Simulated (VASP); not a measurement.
VASP runs on Si2W (space group I4/mmm) share one base input (PBE GGA, plane waves, VASP's PBE PAW potentials (set 64)) and change the settings named in each case.

**KPOINTS**
```
Automatic mesh
0
Gamma
10 10 10
0 0 0
```

### POSCAR
```
Si2W
1
   -1.5848620000     1.5848620000     3.8464160000
    1.5848620000    -1.5848620000     3.8464160000
    1.5848620000     1.5848620000    -3.8464160000
Si W
2 1
Direct
  0.3349900000   0.3349900000   0.0000000000
  0.6650100000   0.6650100000   0.0000000000
  0.0000000000   0.0000000000   0.0000000000
```

INCAR:
```
ALGO = Normal
EDIFF = 1E-6
ENCUT = 300
GGA = PE
ISIF = 2
ISMEAR = -1
LASPH = .TRUE.
LCHARG = .FALSE.
LMAXMIX = 6
LREAL = .FALSE.
LWAVE = .FALSE.
NELM = 100
PREC = Accurate
SIGMA = 0.1
SYSTEM = Si2W
```

POTCAR, in this order: Si W_sv (PBE.64 set). Program: vasp_std.

```json
[
 {"change": "base run", "E(σ→0) (eV/atom)": "-8.2268", "pressure (GPa)": "14.77", "largest force (eV/Å)": "0.246", "−TS (eV)": "-0.0109"},
 {"change": "EDIFF = 1E-01", "E(σ→0) (eV/atom)": "-8.2331", "pressure (GPa)": "?", "largest force (eV/Å)": "?", "−TS (eV)": "?"},
 {"change": "EDIFF = 1E-02", "E(σ→0) (eV/atom)": "-8.2268", "pressure (GPa)": "15.04", "largest force (eV/Å)": "0.243", "−TS (eV)": "-0.0109"},
 {"change": "EDIFF = 1E-03", "E(σ→0) (eV/atom)": "-8.2268", "pressure (GPa)": "15.10", "largest force (eV/Å)": "0.245", "−TS (eV)": "-0.0109"},
 {"change": "EDIFF = 1E-04", "E(σ→0) (eV/atom)": "-8.2268", "pressure (GPa)": "14.60", "largest force (eV/Å)": "0.244", "−TS (eV)": "-0.0109"},
 {"change": "EDIFF = 1E-05", "E(σ→0) (eV/atom)": "-8.2268", "pressure (GPa)": "14.76", "largest force (eV/Å)": "0.245", "−TS (eV)": "-0.0109"},
 {"change": "EDIFF = 1E-06", "E(σ→0) (eV/atom)": "-8.2268", "pressure (GPa)": "14.77", "largest force (eV/Å)": "0.246", "−TS (eV)": "-0.0109"},
 {"change": "EDIFF = 1E-08", "E(σ→0) (eV/atom)": "-8.2268", "pressure (GPa)": "14.79", "largest force (eV/Å)": "0.246", "−TS (eV)": "-0.0109"},
 {"change": "EDIFF = 1E-10", "E(σ→0) (eV/atom)": "-8.2268", "pressure (GPa)": "14.79", "largest force (eV/Å)": "0.246", "−TS (eV)": "-0.0109"},
 {"change": "EDIFF = 1E-12 (not converged)", "E(σ→0) (eV/atom)": "-8.2268", "pressure (GPa)": "14.79", "largest force (eV/Å)": "0.246", "−TS (eV)": "-0.0109"},
 {"change": "NBANDS = 11", "E(σ→0) (eV/atom)": "-8.2199", "pressure (GPa)": "?", "largest force (eV/Å)": "?", "−TS (eV)": "?"},
 {"change": "NBANDS = 12", "E(σ→0) (eV/atom)": "-8.2268", "pressure (GPa)": "14.78", "largest force (eV/Å)": "0.246", "−TS (eV)": "-0.0109"},
 {"change": "NBANDS = 13", "E(σ→0) (eV/atom)": "-8.2268", "pressure (GPa)": "14.78", "largest force (eV/Å)": "0.246", "−TS (eV)": "-0.0109"}
]
```

Question: What belongs in the gaps?

Answer: 
- NBANDS = 11, pressure (GPa): 14.87
- NBANDS = 11, largest force (eV/Å): 0.148
- NBANDS = 11, −TS (eV): 0.0000
- EDIFF = 1E-01, pressure (GPa): 10.41
- EDIFF = 1E-01, largest force (eV/Å): 0.277
- EDIFF = 1E-01, −TS (eV): -0.0112

Energies of different potentials or functionals have different zeros.  Unless said otherwise, spin-orbit coupling is left out, though it shifts the bands of the heavy elements here. At 300 eV the pressure can carry a Pulay error.

Left out are runs that ran out of time, are held back, or changed the cell or the kind of run, fixed moments of cells without a moment, rows past the twelfth, gaps on odd meshes, pressures of charged cells and columns that move by less than the noise.

The structure comes from a computed database's Si2W entry; how it stands against other phases isn't given here. The cell was not relaxed at this level, forces remain on its atoms, its lattice was scaled by up to 2.5 %.
